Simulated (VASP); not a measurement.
# HfO2 with r2SCAN: from relaxation to properties, part 3 of 3

Wanted: the relaxed cell of HfO2 and its properties. The start is a computed cell from the Materials Project.

VASP 6.6.1; r2SCAN; plane waves and PAW (Hf_pv, O).

So far, gap on the k-mesh (eV): step 2 (full relaxation (r2SCAN)) 5.30. The relaxed cell has a = 3.560, c = 5.173 Å (conventional setting).

## (5) Density of states (r2SCAN)

A density of states needs more k-points than a total energy; ISMEAR = -5 takes tetrahedra, and LORBIT projects the states on the PAW spheres. The mesh is finer than in the run before.

INCAR

```
SYSTEM = HfO2
PREC = Accurate
ENCUT = 520
EDIFF = 1E-06
NELM = 100
ISMEAR = -5
SIGMA = 0.05
LREAL = .FALSE.
ALGO = Normal
METAGGA = R2SCAN
LASPH = .TRUE.
NBANDS = 38
LORBIT = 11
LWAVE = .FALSE.
LCHARG = .FALSE.
KPAR = 4
NEDOS = 2001
```

POSCAR

```
HfO2
1.0
    3.5602608907      0.0000000000      0.0000000000
    0.0000000000      3.5602608907      0.0000000000
    0.0000000000      0.0000000000      5.1729389062
Hf O
2 4
Direct
    0.5000000000      0.5000000000      0.5000000000
    0.0000000000      0.0000000000      0.0000000000
    0.0000000000      0.5000000000      0.6972001783
    0.5000000000      0.0000000000      0.8027998217
    0.5000000000      0.0000000000      0.3027998217
    0.0000000000      0.5000000000      0.1972001783
```

KPOINTS

```
Automatic mesh
0
Gamma
11 11 8
0 0 0
```

The projector-augmented-wave data sets are Hf_pv and O (PBE family, release 64).

The run is started by

```sh
mpirun -np 4 vasp_std
```

The program printed:

```text
[... set-up lines as in an earlier step ...]
 entering main loop
       N       E                     dE             d eps       ncg     rms          rms(c)
DAV:   1     0.142337361503E+03    0.14234E+03   -0.24698E+04  7980   0.119E+03
DAV:   2    -0.147656538854E+03   -0.28999E+03   -0.27692E+03  9586   0.322E+02
DAV:   3    -0.160967612053E+03   -0.13311E+02   -0.13233E+02  9572   0.595E+01
DAV:   4    -0.161065044437E+03   -0.97432E-01   -0.97381E-01  9610   0.551E+00
DAV:   5    -0.161066113519E+03   -0.10691E-02   -0.10690E-02  9650   0.541E-01    0.797E+01
DAV:   6    -0.136763240536E+03    0.24303E+02   -0.16694E+01  8826   0.268E+01    0.541E+01
DAV:   7    -0.137410748713E+03   -0.64751E+00   -0.50793E+00  9652   0.110E+01    0.307E+01
DAV:   8    -0.137648132110E+03   -0.23738E+00   -0.26831E+00  8436   0.937E+00    0.243E+01
DAV:   9    -0.137325332291E+03    0.32280E+00   -0.15093E+00  8448   0.670E+00    0.615E+00
DAV:  10    -0.137306820258E+03    0.18512E-01   -0.53059E-02  8420   0.143E+00    0.239E+00
DAV:  11    -0.137305541271E+03    0.12790E-02   -0.10585E-02  8566   0.591E-01    0.903E-01
DAV:  12    -0.137305404097E+03    0.13717E-03   -0.52066E-04  8524   0.149E-01    0.213E-01
DAV:  13    -0.137305403725E+03    0.37274E-06   -0.33066E-05  8888   0.310E-02    0.226E-02
DAV:  14    -0.137305403179E+03    0.54540E-06   -0.74588E-06  8948   0.138E-02
   1 F= -.13730540E+03 E0= -.13730540E+03  d E =0.000000E+00
```

The job ended after 86 s (4 MPI ranks of Intel Xeon 6975P-C (Granite Rapids), shared host; peak memory 1.2 GiB).

Parts of OUTCAR (step 5):

```text
   k-points           NKPTS =    105   k-points in BZ     NKDIM =    105   number of bands    NBANDS=     38

   NELECT =      44.0000    total number of electrons

 E-fermi :   3.1260

 k-point     1 :       0.0000    0.0000    0.0000
  band No.  band energies     occupation
    ...
     18       1.7784      2.00000
     19       2.4431      2.00000
     20       2.9759      2.00000
     21       3.0328      2.00000
     22       3.0328      2.00000
     23       8.4010      0.00000
     24       8.4136      0.00000
     25       9.6569      0.00000
     26       9.8552      0.00000
     27      10.3447      0.00000
    ...

  Total        0.0375566      0.0375566     -0.0315927      0.0000000      0.0000000      0.0000000
  in kB        0.9176905      0.9176905     -0.7719617      0.0000000      0.0000000      0.0000000
  external PRESSURE =       0.3544731 kB  Pullay stress =       0.0000000 kB

 POSITION                                       TOTAL-FORCE (eV/Angst)
 -----------------------------------------------------------------------------------
      1.78013      1.78013      2.58647         0.000000      0.000000      0.000000
      0.00000      0.00000      0.00000         0.000000     -0.000000      0.000000
      0.00000      1.78013      3.60657         0.000000     -0.000000     -0.009660
      1.78013      0.00000      4.15283         0.000000     -0.000000      0.009660
      1.78013      0.00000      1.56636         0.000000     -0.000000      0.009660
      0.00000      1.78013      1.02010        -0.000000      0.000000     -0.009660
 -----------------------------------------------------------------------------------
    total drift:                                0.000000      0.000000      0.000000

  FREE ENERGIE OF THE ION-ELECTRON SYSTEM (eV)
  ---------------------------------------------------
  free  energy   TOTEN  =      -137.3054031792 eV

  energy  without entropy=     -137.3054031792  energy(sigma->0) =     -137.30540318

[... 8 parts as in an earlier step ...]

[... 8 further parts left out ...]
```

Numbers from this step:

```
irreducible k points : 105
Fermi energy         : 3.126 eV
pressure             : 0.03545 GPa
gap on the k-mesh    : 5.288 eV
```

The density of states has structure finer than the step of the table below, so its rows give means over 1 eV, whole bins alone (the curve runs from -12.0 to 8.08 eV). Peaks (eV: height): total -3.6: 7.37, -1.1: 7.16, 6.1: 9.35, 6.5: 11.5; O p -4.3: 3.54, -3.6: 3.92, -1.1: 4.75, -0.5: 4.95; Hf d -4.3: 1.33, 6.1: 6.57, 6.5: 8.22, 8.0: 4.83; Hf p -4.3: 0.356, -3.6: 0.369, -1.7: 0.380, -1.1: 0.380; Hf s -4.8: 0.146, -3.7: 0.257, -3.2: 0.243, 6.4: 0.161.

States under -12.0 eV and over 8.1 eV are left out. Table of density of states by energy, zero at the valence-band top; means over each step; values in states/eV/cell:

| energy (eV) | total | O p | Hf d | Hf p | Hf s | O s |
| --- | --- | --- | --- | --- | --- | --- |
| -7 | 0 | 0 | 0 | 0 | 0 | 0 |
| -6 | 0.0445 | 0.0194 | 0.00425 | 3.4e-4 | 0.00490 | 7.2e-5 |
| -5 | 1.81 | 0.853 | 0.235 | 0.0578 | 0.117 | 0.00639 |
| -4 | 5.95 | 3.05 | 0.963 | 0.293 | 0.162 | 0.0199 |
| -3 | 3.88 | 2.19 | 0.411 | 0.258 | 0.124 | 0.0282 |
| -2 | 3.83 | 2.36 | 0.363 | 0.252 | 0.0430 | 0.0313 |
| -1 | 5.72 | 3.84 | 0.485 | 0.289 | 0.0426 | 0.0250 |
| 0 | 2.76 | 2.00 | 0.112 | 0.0860 | 0.0160 | 0.00865 |
| 1 | 0 | 0 | 0 | 0 | 0 | 0 |
| 2 | 0 | 0 | 0 | 0 | 0 | 0 |
| 3 | 0 | 0 | 0 | 0 | 0 | 0 |
| 4 | 0 | 0 | 0 | 0 | 0 | 0 |
| 5 | 0.0450 | 0.00360 | 0.0284 | 2.7e-4 | 0.00220 | 8.4e-5 |
| 6 | 6.02 | 0.514 | 4.24 | 0.0770 | 0.0648 | 0.0275 |
| 7 | 1.94 | 0.197 | 1.39 | 0.0299 | 0.0175 | 0.00580 |

The gap on this mesh is 5.29 eV. In the top eV of the valence band the largest shares in the PAW spheres are O p 70 % and Hf d 6 %; in the lowest eV of the conduction band, Hf d 70 % and O p 8 %. The rest lies in smaller channels or between the spheres.

## (6) Field gradients at the nuclei (r2SCAN)

Field gradients probe how far the charge around each nucleus departs from cubic symmetry; LASPH keeps the non-spherical terms inside the spheres.

INCAR

```
SYSTEM = HfO2
PREC = Accurate
ENCUT = 520
EDIFF = 1E-07
NELM = 100
ISMEAR = 0
SIGMA = 0.05
LREAL = .FALSE.
ALGO = Normal
METAGGA = R2SCAN
LASPH = .TRUE.
NBANDS = 28
LORBIT = 11
LWAVE = .FALSE.
LCHARG = .FALSE.
KPAR = 4
LEFG = .TRUE.
```

POSCAR is that of step 5.

KPOINTS

```
Automatic mesh
0
Gamma
8 8 5
0 0 0
```

The run is started by

```sh
mpirun -np 4 vasp_std
```

The program printed:

```text
[... set-up lines as in an earlier step ...]
 entering main loop
       N       E                     dE             d eps       ncg     rms          rms(c)
DAV:   1     0.177645310052E+03    0.17765E+03   -0.26002E+04  2520   0.161E+03
[... 11 cycles as in an earlier step ...]
DAV:  13    -0.137305381657E+03    0.56440E-05   -0.35811E-05  3236   0.359E-02    0.534E-02
DAV:  14    -0.137305380645E+03    0.10123E-05   -0.27250E-06  3184   0.110E-02    0.245E-02
DAV:  15    -0.137305380796E+03   -0.15128E-06   -0.84682E-07  2988   0.522E-03    0.658E-03
DAV:  16    -0.137305380787E+03    0.95347E-08   -0.69399E-08  1708   0.186E-03
ion   1
     0.0000000     0.0000000    -0.0000000    -2.3787731    -0.0000000    -0.0000000
     0.0000654     0.0000000    -0.0000000    -2.3787731    -0.0000000    -0.0000000
     0.0000901     0.0000000    -0.0000000    -2.3787731    -0.0000000    -0.0000000
     0.0001241     0.0000000    -0.0000000    -2.3787731    -0.0000000    -0.0000000
     0.0001709     0.0000000    -0.0000000    -2.3787731    -0.0000000    -0.0000000

     0.0000000     0.0000000    -0.0000000  -100.7599792    -0.0000000    -0.0000000
     0.0000654     0.0000000    -0.0000000  -100.6938601    -0.0000000    -0.0000000
     0.0000901     0.0000000    -0.0000000  -100.6626937    -0.0000000    -0.0000000
     0.0001241     0.0000000    -0.0000000  -100.6154184    -0.0000000    -0.0000000
     0.0001709     0.0000000    -0.0000000  -100.5440390    -0.0000000    -0.0000000

ion   2
     0.0000000     0.0000000    -0.0000000    -2.3787731    -0.0000000    -0.0000000
     0.0000654     0.0000000    -0.0000000    -2.3787731    -0.0000000    -0.0000000
     0.0000901     0.0000000    -0.0000000    -2.3787731    -0.0000000    -0.0000000
     0.0001241     0.0000000    -0.0000000    -2.3787731    -0.0000000    -0.0000000
     0.0001709     0.0000000    -0.0000000    -2.3787731    -0.0000000    -0.0000000

     0.0000000     0.0000000    -0.0000000  -100.7599792    -0.0000000    -0.0000000
     0.0000654     0.0000000    -0.0000000  -100.6938601    -0.0000000    -0.0000000
     0.0000901     0.0000000    -0.0000000  -100.6626937    -0.0000000    -0.0000000
     0.0001241     0.0000000    -0.0000000  -100.6154184    -0.0000000    -0.0000000
     0.0001709     0.0000000    -0.0000000  -100.5440390    -0.0000000    -0.0000000

ion   3
     0.0000000     0.0000000     0.0000000     1.0845659     0.0000000     4.1886163
     0.0000293     0.0000000     0.0000000     1.0845659     0.0000000     4.1886162
     0.0000403     0.0000000     0.0000000     1.0845659     0.0000000     4.1886162
     0.0000555     0.0000000     0.0000000     1.0845659     0.0000000     4.1886162
     0.0000765     0.0000000     0.0000000     1.0845659     0.0000000     4.1886161

     0.0000000     0.0000000     0.0000000     3.5343155     0.0000000     9.7582790
     0.0000293     0.0000000     0.0000000     3.5343145     0.0000000     9.7582769
     0.0000403     0.0000000     0.0000000     3.5343139     0.0000000     9.7582755
     0.0000555     0.0000000     0.0000000     3.5343128     0.0000000     9.7582731
     0.0000765     0.0000000     0.0000000     3.5343111     0.0000000     9.7582691

ion   4
     0.0000000     0.0000000     0.0000000     1.0845659     0.0000000     4.1886163
     0.0000293     0.0000000     0.0000000     1.0845659     0.0000000     4.1886162
     0.0000403     0.0000000     0.0000000     1.0845659     0.0000000     4.1886162
     0.0000555     0.0000000     0.0000000     1.0845659     0.0000000     4.1886162
     0.0000765     0.0000000     0.0000000     1.0845659     0.0000000     4.1886161

     0.0000000     0.0000000     0.0000000     3.5343155     0.0000000     9.7582790
     0.0000293     0.0000000     0.0000000     3.5343145     0.0000000     9.7582769
     0.0000403     0.0000000     0.0000000     3.5343139     0.0000000     9.7582755
     0.0000555     0.0000000     0.0000000     3.5343128     0.0000000     9.7582731
     0.0000765     0.0000000     0.0000000     3.5343111     0.0000000     9.7582691

ion   5
     0.0000000    -0.0000000    -0.0000000     1.0845659    -0.0000000    -4.1886163
     0.0000293    -0.0000000    -0.0000000     1.0845659    -0.0000000    -4.1886162
     0.0000403    -0.0000000    -0.0000000     1.0845659    -0.0000000    -4.1886162
     0.0000555    -0.0000000    -0.0000000     1.0845659    -0.0000000    -4.1886162
     0.0000765    -0.0000000    -0.0000000     1.0845659    -0.0000000    -4.1886161

     0.0000000    -0.0000000    -0.0000000     3.5343155    -0.0000000    -9.7582790
     0.0000293    -0.0000000    -0.0000000     3.5343145    -0.0000000    -9.7582769
     0.0000403    -0.0000000    -0.0000000     3.5343139    -0.0000000    -9.7582755
     0.0000555    -0.0000000    -0.0000000     3.5343128    -0.0000000    -9.7582731
     0.0000765    -0.0000000    -0.0000000     3.5343111    -0.0000000    -9.7582691

ion   6
     0.0000000    -0.0000000    -0.0000000     1.0845659    -0.0000000    -4.1886163
     0.0000293    -0.0000000    -0.0000000     1.0845659    -0.0000000    -4.1886162
     0.0000403    -0.0000000    -0.0000000     1.0845659    -0.0000000    -4.1886162
     0.0000555    -0.0000000    -0.0000000     1.0845659    -0.0000000    -4.1886162
     0.0000765    -0.0000000    -0.0000000     1.0845659    -0.0000000    -4.1886161

     0.0000000    -0.0000000    -0.0000000     3.5343155    -0.0000000    -9.7582790
     0.0000293    -0.0000000    -0.0000000     3.5343145    -0.0000000    -9.7582769
     0.0000403    -0.0000000    -0.0000000     3.5343139    -0.0000000    -9.7582755
     0.0000555    -0.0000000    -0.0000000     3.5343128    -0.0000000    -9.7582731
     0.0000765    -0.0000000    -0.0000000     3.5343111    -0.0000000    -9.7582691

   1 F= -.13730538E+03 E0= -.13730538E+03  d E =-.118243E-12
```

The job ended after 37 s (4 MPI ranks; peak memory 0.86 GiB; 2.4 min of CPU time).

OUTCAR, selected parts (step 6):

```text
   NELECT =      44.0000    total number of electrons

 E-fermi :   3.3391

 k-point     1 :       0.0000    0.0000    0.0000
  band No.  band energies     occupation
    ...
     18       1.7784      2.00000
     19       2.4431      2.00000
     20       2.9759      2.00000
     21       3.0327      2.00000
     22       3.0327      2.00000
     23       8.4011      0.00000
     24       8.4136      0.00000
     25       9.6569      0.00000
     26       9.8553      0.00000
     27      10.3447      0.00000
    ...

  Total        0.0359681      0.0359681     -0.0333530      0.0000000      0.0000000      0.0000000
  in kB        0.8788742      0.8788742     -0.8149755      0.0000000      0.0000000      0.0000000
  external PRESSURE =       0.3142576 kB  Pullay stress =       0.0000000 kB

 POSITION                                       TOTAL-FORCE (eV/Angst)
 -----------------------------------------------------------------------------------
      1.78013      1.78013      2.58647         0.000000      0.000000      0.000000
      0.00000      0.00000      0.00000         0.000000     -0.000000      0.000000
      0.00000      1.78013      3.60657         0.000000     -0.000000     -0.009583
      1.78013      0.00000      4.15283        -0.000000     -0.000000      0.009583
      1.78013      0.00000      1.56636        -0.000000     -0.000000      0.009583
      0.00000      1.78013      1.02010         0.000000      0.000000     -0.009583
 -----------------------------------------------------------------------------------
    total drift:                                0.000000      0.000000      0.000000

  FREE ENERGIE OF THE ION-ELECTRON SYSTEM (eV)
  ---------------------------------------------------
  free  energy   TOTEN  =      -137.3053807867 eV

  energy  without entropy=     -137.3053807867  energy(sigma->0) =     -137.30538079

 Electric field gradients after diagonalization (V/A^2)
 (convention: |V_zz| > |V_xx| > |V_yy|)
----------------------------------------------------------------------
 ion       V_xx      V_yy      V_zz     asymmetry (V_yy - V_xx)/ V_zz
----------------------------------------------------------------------
   1     -62.308   -62.308   124.616       0.000
   2     -62.308   -62.308   124.616       0.000
   3      -5.527    -4.848    10.375       0.065
   4      -5.527    -4.848    10.375       0.065
   5      -5.527    -4.848    10.375       0.065
   6      -5.527    -4.848    10.375       0.065
----------------------------------------------------------------------

[... 10 parts as in an earlier step ...]

[... 7 further parts left out ...]
```

Numbers from this step:

* electronic steps: 16
* bands: 28
* irreducible k points: 45
* Fermi energy: 3.339 eV
* pressure: 0.03143 GPa
* valence top at k: 0, 0, 0.4
* gap on the k-mesh: 5.296 eV

Electric field gradients, by row:

```
atom  Vxx (V/Å²)  Vyy (V/Å²)  Vzz (V/Å²)  asymmetry
 Hf1      -62.31      -62.31       124.6          0
 Hf2      -62.31      -62.31       124.6          0
  O3      -5.527      -4.848       10.38      0.065
  O4      -5.527      -4.848       10.38      0.065
  O5      -5.527      -4.848       10.38      0.065
  O6      -5.527      -4.848       10.38      0.065
```

The largest gradient, 124.62 V/Å², sits on Hf1 and like sites; times the quadrupole moment of a nucleus that has one, it gives the coupling that NMR and NQR see.

## (7) Outcome

* relaxed volume: 10.93 Å³/atom
* relaxed conventional cell a, b, c: 3.560, 3.560, 5.173 Å
* space group after relaxing, within 0.02 Å: P4_2/nmc (No. 137)
* band gap: 5.29 eV, indirect (least direct gap of that run 5.37 eV)
* gap among the points of the DOS mesh alone, an upper bound: 5.29 eV
* largest field gradient Vzz: 124.62 V/Å² on Hf1

With r2SCAN, HfO2 relaxes to 10.93 Å³/atom in space group P4_2/nmc (held by the symmetry of the run) and has an indirect gap of 5.29 eV. Band structure (r2SCAN): The path shows an indirect gap of 5.29 eV (valence top at Z, conduction bottom at Γ). The least direct gap is 5.37 eV. Spin-orbit coupling is left out, and with elements this heavy it would split and shift bands near the edges, and it can change the kind of a small gap. No search among competing phases was made, and a listed structure need not be the one stable at ambient conditions. All values are for a static lattice at zero temperature.

[Lines on the potential files, build, host, timing and source positions are cut from VASP's logs without a mark.]

[Logs are printed without paths, hosts, clocks, repeated set-up lines and the standing remarks that a program may print on its own settings, such as how far it seeks lower states.]

[Hosts, paths, dates, database ids (printed as entryN), source tags and the programs' standing remarks are cut or masked in the printed files.]

[A measured line is paired with the nearest computed mode of its activity, which favours agreement.]
